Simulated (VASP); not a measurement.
Given:

```
CELL_PARAMETERS angstrom
      2.05183    -3.55388     0.00000
      2.05183     3.55388     0.00000
      0.00000     0.00000     6.67256
ATOMIC_POSITIONS crystal
  Mg 0.66667 0.33333 0.49969
  Mg 0.33333 0.66667 0.99969
  Te 0.66667 0.33333 0.87631
  Te 0.33333 0.66667 0.37631
```

The numbers are results of LDA (Ceperley-Alder, Perdew-Zunger), VASP's LDA PAW potentials (set 64) (plane waves; VASP), not measurements. Settings: 500 eV cut-off, 6×6×4 Γ-centred mesh, Gaussian smearing of 0.050 eV, potentials Mg Te.

Unless said otherwise, spin-orbit coupling is left out, though it shifts the bands of the heavy elements here.

Estimate the energy per atom (σ→0), pressure, band gap (on the k-mesh) with the smallest direct gap where there is one.

The band gap (on the k-mesh) comes out as 2.67 eV and the smallest direct gap (on the k-mesh) is 3.44 eV. The energy per atom (σ→0) is -3.266 eV/atom and the pressure is 199.4 kbar.

The absolute energy has meaning only against runs of the same code, potentials and settings.

The compound is MgTe in the wurtzite structure. It was relaxed first under an external pressure of 20 GPa.
